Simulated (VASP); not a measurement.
The input files of a VASP run:

**POSCAR**
```
CsPbBr3
1
    5.7455442249     0.0000000000     0.0000000000
    0.0000000000     5.7455442249    -0.0000000000
    0.0000000000    -0.0000000000     5.7455442249
Cs Pb Br
1 1 3
Direct
  0.0000000000   0.0000000000   0.0000000000
  0.5000000000   0.5000000000   0.5000000000
  0.5000000000   0.5000000000   0.0000000000
  0.0000000000   0.5000000000   0.5000000000
  0.5000000000   0.0000000000   0.5000000000
```

INCAR:
```
SIGMA = 0.05
NSW = 60
LCHARG = F
LASPH = T   ! aspherical one-centre terms
LWAVE = F
LMAXMIX = 4   ! l cut-off of mixed one-centre charges
ENCUT = 400   ! plane-wave cut-off (eV)
ISMEAR = 0   ! Gaussian
ISIF = 3   ! ions, shape and volume
EDIFFG = -0.02   ! ionic stop
IBRION = 2
EDIFF = 1E-6   ! SCF stop (eV)
LREAL = F
SYSTEM = CsPbBr3
ALGO = Normal   ! blocked Davidson
NELM = 100   ! most electronic steps
PREC = Accurate
```

**KPOINTS**
```
kpoints
0
G
  4 4 4
```

POTCAR, in this order: Cs_sv Pb_d Br (LDA.64 set). Program: vasp_std.

Problem. Write an equivalent input for Quantum ESPRESSO's pw.x.

Solution. One equivalent input (not run):
```
&CONTROL
  calculation = 'vc-relax'
  pseudo_dir = './pseudo'
  outdir = './out'
  tprnfor = .true.
  tstress = .true.
  nstep = 60
  forc_conv_thr = 0.00078
/
&SYSTEM
  ibrav = 0
  nat = 5
  ntyp = 3
  ecutwfc = 56
  occupations = 'smearing'
  smearing = 'gaussian'
  degauss = 0.003675
  input_dft = 'pz'
/
&ELECTRONS
  conv_thr = 7.3e-08
  electron_maxstep = 100
/
&IONS
/
&CELL
/
ATOMIC_SPECIES
  Cs 132.905 Cs.upf
  Pb 207.200 Pb.upf
  Br 79.904 Br.upf
CELL_PARAMETERS angstrom
     5.7455442    0.0000000    0.0000000
     0.0000000    5.7455442   -0.0000000
     0.0000000   -0.0000000    5.7455442
ATOMIC_POSITIONS crystal
  Cs   0.0000000  0.0000000  0.0000000
  Pb   0.5000000  0.5000000  0.5000000
  Br   0.5000000  0.5000000  0.0000000
  Br   0.0000000  0.5000000  0.5000000
  Br   0.5000000  0.0000000  0.5000000
K_POINTS automatic
  4 4 4 0 0 0
```
What does not carry over: the potentials are each code's own (VASP's PAW set, PseudoDojo norm-conserving files in pw.x), so ENCUT and ecutwfc are chosen apart and not converted; conv_thr bounds pw.x's estimated SCF error, while EDIFF bounds the energy change between steps; forc_conv_thr acts on force components and is met together with etot_conv_thr.

The structure comes from a computed database's CsPbBr3 entry (Pm-3m); how it stands against other phases isn't given here. This run relaxes it. Symmetry was kept, so distortions that lower it aren't found. The start is the result of an earlier pass.
